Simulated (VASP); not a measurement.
Input:

```
CELL_PARAMETERS angstrom
      4.86357     0.00000     0.00000
      0.00000     4.86357     0.00000
      0.00000     0.00000     3.30006
ATOMIC_POSITIONS crystal
  Mn 0.00000 0.00000 0.00000
  Mn 0.50000 0.50000 0.50000
  F  0.30313 0.30313 0.00000
  F  0.80313 0.19687 0.50000
  F  0.19687 0.80313 0.50000
  F  0.69687 0.69687 0.00000
```
Starting moments (μB, in the order of the record's atoms Mn Mn F F F F): 4.5 -4.5 0.0 0.0 0.0 0.0.

Method: vdW-DF-cx, VASP's PBE PAW potentials (set 64) (plane waves; VASP). Numerical set-up: 520 eV cut-off, 5×5×7 Γ-centred mesh, Gaussian smearing of 0.050 eV, potentials Mn_pv F.

**Question.** What does the run give for the cell moment, energy per atom (σ→0)?

**Answer.** 
```json
{
  "cell_moment": "0.00 μB",
  "energy per atom (σ→0)": "-4.204 eV/atom"
}
```

**Question.** Give the moment on each site (PAW-sphere projection).

**Answer.** 
```json
[
 {"site": "Mn1", "moment (μB)": "4.53"},
 {"site": "Mn2", "moment (μB)": "-4.53"},
 {"site": "F3", "moment (μB)": "-0.02"},
 {"site": "F4", "moment (μB)": "0.02"},
 {"site": "F5", "moment (μB)": "0.02"},
 {"site": "F6", "moment (μB)": "-0.02"}
]
```

Total energies compare only between runs with the same potentials, cut-off and functional.

The compound is MnF2 in the rutile structure. It was relaxed first.
